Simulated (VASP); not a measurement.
Crystal: WSe2.

```
W Se
1.0
     3.29000    0.00000    0.00000
    -1.64500    2.84922    0.00000
     0.00000    0.00000   12.97000
W Se
2 4
Cartesian
  0.0000 1.8995 3.2425
  1.6450 0.9497 9.7275
  0.0000 1.8995 8.0544
  1.6450 0.9497 1.5694
  0.0000 1.8995 11.4006
  1.6450 0.9497 4.9156
```

* Program: VASP 6.6.1
* Task: relaxation of cell and atoms
* Functional: rev-vdW-DF2
* Potentials or basis: VASP PAW PBE potentials, release 64 (W_sv, Se)
* Cutoff: 600 eV
* k mesh: 9 × 9 × 2
* Occupations: gaussian, width 0.03 eV
* Spin: no spin polarisation

At the start: pressure 2.4 GPa; volume 20.26 Å³/atom.

Task: Where does the relaxation end?

Result: Over 9 steps the energy falls by 2.7 meV/atom and the volume is 20.63 Å³/atom (+1.8 %); space group P6_3/mmc (No. 194, to 0.05 Å).

Step by step:
```tsv
step	energy change (eV)	largest force (eV/Å)	pressure (GPa)	volume (Å³)
1	0.0000	0.3091	2.39	121.58
2	0.0572	0.6847	-4.63	126.98
3	-0.0156	0.0244	0.01	123.25
4	-0.0157	0.0181	0.04	123.22
5	-0.0157	0.0150	0.05	123.28
6	-0.0159	0.0064	0.01	123.47
7	-0.0160	0.0115	-0.03	123.86
8	-0.0160	0.0054	-0.03	123.74
9	-0.0161	0.0042	0.00	123.75
```

Final structure:
```
W Se
1.0
     3.30347    0.00000    0.00000
    -1.65173    2.86089    0.00000
     0.00000    0.00000   13.09456
W Se
2 4
Direct
  0.33333 0.66667 0.25000
  0.66667 0.33333 0.75000
  0.33333 0.66667 0.62120
  0.66667 0.33333 0.12120
  0.33333 0.66667 0.87880
  0.66667 0.33333 0.37880
```

Caveat: the PAW data sets were made with another functional, which shifts forces and pressure a little.
